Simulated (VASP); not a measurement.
**How biaxial strain in the (111) plane changes C**

How do the elastic response and the band edges of C follow biaxial strain in the (111) plane?

Method: LDA; plane waves and PAW (C), in the first sound run; inputs show where later runs differ, in VASP 6.6.1.

Report form: the programs' logs are mostly left out.

**1. The starting structure**

Symmetry: Fd-3m, No. 227, cubic system. The conventional cell has a = 3.567 Å, b = 3.567 Å, c = 3.567 Å, α = 90.00°, β = 90.00°, γ = 90.00°. Nearest to C lie 4 C at 1.54 Å.

**2. Relax the crystal, LDA**

The series starts from the cell that this level prefers, so that zero strain is near zero stress.

This step took 2 runs in a row; the last is shown.

Level: LDA; plane waves and PAW (C).

INCAR

```
SYSTEM = C
PREC = Accurate
ENCUT = 600
EDIFF = 1E-07
NELM = 120
ISMEAR = 0
SIGMA = 0.02
LREAL = .FALSE.
ALGO = Normal
GGA = CA
NBANDS = 10
LASPH = .TRUE.
LORBIT = 11
LWAVE = .FALSE.
LCHARG = .FALSE.
KPAR = 16
IBRION = 2
NSW = 40
ISIF = 3
EDIFFG = -0.005
POTIM = 0.4
```

POSCAR

```
C
1.0
    0.0000000000      1.7668691223      1.7668691223
    1.7668691223      0.0000000000      1.7668691223
    1.7668691223      1.7668691223      0.0000000000
C
2
Direct
    0.0000000000      0.0000000000      0.0000000000
    0.2500000000      0.2500000000      0.2500000000
```

KPOINTS

```
Automatic mesh
0
Gamma
14 14 14
0 0 0
```

The projector-augmented-wave data sets are C (LDA family, release 64).

Run with:

```console
$ mpirun -np 16 vasp_std
```

Wall time 1.8 s (16 MPI ranks of AMD EPYC 9R14 (Zen 4), shared host); peak memory 1.5 GiB.

Read from the output:

```
energy(sigma→0) of the program : -20.2522 eV
stress, compression positive   : 0.04 along [111], 0.04 across it (mean), GPa
volume                         : 11.032 Å³
ionic steps                    : 1
```

**3. Strain along the normal, LDA**

One member in full: the plane is strained by -1 %, and the strain along the normal is moved by secant steps until the normal stress is under 0.012 GPa or five steps are spent; the atoms relax at each step.

This step took 4 runs, each at a new trial strain with the atoms of the one before; the last is shown.

Level: LDA; plane waves and PAW (C).

INCAR, as its differences from that of step 2:

```diff
@@ -15,7 +15,7 @@
 LCHARG = .FALSE.
-KPAR = 16
-IBRION = 2
-NSW = 40
-ISIF = 3
-EDIFFG = -0.005
-POTIM = 0.4
+KPAR = 4
+IBRION = 1
+NSW = 25
+ISIF = 2
+EDIFFG = -0.004
+POTIM = 0.3
```

POSCAR

```
C
1.0
    0.0131981850      1.7623986160      1.7623986160
    1.7623986160      0.0131981850      1.7623986160
    1.7623986160      1.7623986160      0.0131981850
C
2
Direct
    0.0001241040      0.0001241040      0.0001241040
    0.2498758960      0.2498758960      0.2498758960
```

KPOINTS is that of step 2.

Run with:

```console
$ mpirun -np 4 vasp_std
```

Elapsed: 6.8 s, on 4 MPI ranks; peak memory 0.45 GiB.

Numbers from this step:

| Property | Result |
| --- | --- |
| energy(sigma→0) of the program | -20.2417 eV |
| stress, compression positive | 0.00 along [111], 13.88 across it (mean), GPa |
| ionic steps | 1 |

**4. Band edges, HSE06**

Short lines in KPOINTS_OPT sample the zone centre along and across the normal of the plane, for masses, and the other valleys.

Level: HSE06; plane waves and PAW (C).

INCAR

```
SYSTEM = C
PREC = Accurate
ENCUT = 600
EDIFF = 1E-06
NELM = 100
ISMEAR = 0
SIGMA = 0.02
LREAL = .FALSE.
ALGO = Normal
LHFCALC = .TRUE.
AEXX = 0.25
GGA = PE
HFSCREEN = 0.2
LASPH = .TRUE.
NBANDS = 9
PRECFOCK = Fast
LWAVE = .FALSE.
LCHARG = .FALSE.
KPAR = 4
```

POSCAR is that of step 3.

KPOINTS

```
Automatic mesh
0
Gamma
7 7 7
0 0 0
```

KPOINTS_OPT

```
Line mode
6
Line-mode
Reciprocal
  0.00000000   0.00000000   0.00000000
  0.01625499   0.01625499   0.01625499

  0.00000000   0.00000000   0.00000000
 -0.00984271   0.00984271   0.00000000

  0.31000000   0.31000000   0.00000000
  0.50000000   0.50000000   0.00000000

  0.00000000   0.31000000   0.31000000
  0.00000000   0.50000000   0.50000000

  0.45000000   0.45000000   0.45000000
  0.50000000   0.50000000   0.50000000

  0.45000000   0.00000000   0.00000000
  0.50000000   0.00000000   0.00000000

  0.42500000   0.42500000   0.00000000
  0.42510503   0.43902472   0.01402472

  0.50000000   0.50000000   0.50000000
  0.49015729   0.50984271   0.50000000
```

Run with:

```console
$ mpirun -np 4 vasp_std
```

Wall time 3.1 min (4 MPI ranks); peak memory 0.86 GiB; 10 min of CPU time.

Numbers from this step:

- energy(sigma→0) of the program: -21.0995 eV

**5. The table**

Hybrid runs start from orbitals of a short LDA run, not shown.

Runs beyond LDA use the data sets made with LDA; this shifts their levels slightly, and their total energies have another zero.

The other members went through these steps as far as the tables show, with the same cutoff and, step by step, the same mesh; 50 runs are not shown. The session took 1.8 core hours (wall time by ranks) on a shared machine.

```csv
in-plane strain (%),strain along the normal (%),"in-plane stress, tension positive (GPa)",energy above the unstrained row (meV/atom),"gap on the mesh, LDA (eV)"
-2.000,0.243,-28.976,20.305,4.192
-1.000,0.120,-13.877,5.238,4.190
-0.500,0.060,-6.800,1.414,4.180
0,0.004,-0.035,0.000,4.166
0.500,-0.054,6.436,0.818,4.130
1.000,-0.109,12.615,3.866,4.095
1.500,-0.165,18.511,9.034,4.059
2.000,-0.218,24.136,16.252,4.027
```

Slopes at zero strain, from cubics through all rows: strain ratio -0.115, stress over strain 1323 GPa.

Band edges at HSE06, counted from the valence-band top at Γ, with one row partly withheld:

```csv
in-plane strain (%),gap (eV),conduction band at Γ (eV),Δ or X valley along z (eV),Δ or X valley along x (eV),"lowest conduction level at L, [111] (eV)","lowest conduction level at L, [-111] (eV)",second valence level below the top (eV),third valence level below the top (eV)
-2.000,5.393,6.667,5.391,5.391,10.455,9.945,0.000,0.130
-1.000,5.397,6.884,5.390,5.390,10.309,10.068,0.000,0.048
-0.500,5.389,6.984,5.380,5.380,10.235,10.120,0.000,0.021
0,5.374,7.076,5.364,5.364,10.160,10.159,0.000,0.000
0.500,5.340,6.984,5.330,5.330,?,10.068,0.014,0.014
1.000,5.306,6.895,5.298,5.298,9.989,9.980,0.021,0.021
1.500,5.271,6.810,5.263,5.263,9.908,9.895,0.028,0.028
2.000,5.238,6.731,5.233,5.233,9.673,9.814,0.025,0.025
```

**6. Working out the slope**

The quantity to fit is the splitting of the lowest conduction levels at the L points ([111] less [-111]) at HSE06: 0.510, 0.241, 0.114, 0.001, 0.008, 0.012, -0.142 eV in the rows shown.

A least-squares parabola through the 7 rows shown, with d the strain along the axis less the strain across it, in %: E = 0.03113 d² + 0.1255 d + 0.05655 (eV), r.m.s. residual 0.051 eV.

At d = -0.5541 this predicts -0.0034 eV.

**7. Checking the prediction**

The calculation gives 0.0032 eV, so the prediction is 0.0066 eV too low, within twice the residual of the fit.

The rows do not lie on one parabola (a picked bound of 1 % of their span for the r.m.s. residual). Levels that cross, a degenerate level that splits or an edge that moves to another point can do that; which it is was not traced. So the linear term is no slope at zero strain, and none is listed.

**8. Results**

```
ratio of normal to in-plane strain : -0.115
biaxial modulus                    : 1323 GPa
gap of the unstrained cell, HSE06  : 5.37 eV
error of the predicted row         : -6.6 meV
```

As a check, the curvature of the energy gives 1325 GPa for the same modulus (energy per volume = M × strain²), 0 % from the slope of the stress. The energy also has a linear term worth 0.83 GPa that the stress column lacks, a mark of the finite basis. At HSE06 the lowest conduction valley is Δ or X throughout, and the gap runs between 5.24 and 5.40 eV. Hole masses are left out throughout, since the top bands are degenerate or cross in many series; of conduction masses, those of the Γ, L and (for Si and Ge under (001) strain) Δ valleys are kept where they change by under an eighth between rows. A measured gap of unstrained C is 5.5 eV (arxiv:1902.02958, band gap, experimental literature value, temperature not given); the static gaps here belong to the lattice relaxed at LDA. HSE06 ran on a coarser mesh than the semilocal levels. Spin-orbit coupling is left out at HSE06, so the valence splittings there lack it. Δ or X levels are the lowest on their line, refined by a parabola unless they lie at X; the gap is read from all points sampled and can differ from the lowest valley by some meV, or by tens of meV where strain moves the valence top off Γ. Temperature, zero-point motion and excitons are left out.

[Lines on the potential files, build, host, timing and source positions are cut from VASP's logs without a mark.]

[Logs are printed without paths, hosts, clocks, repeated set-up lines and the standing remarks that a program may print on its own settings, such as how far it seeks lower states.]

[Hosts, paths, dates, database ids (printed as entryN), source tags and the programs' standing remarks are cut or masked in the printed files.]

[In band tables of VASP the shares of atoms and orbitals are scaled to a sum of 1 inside the atoms' spheres.]
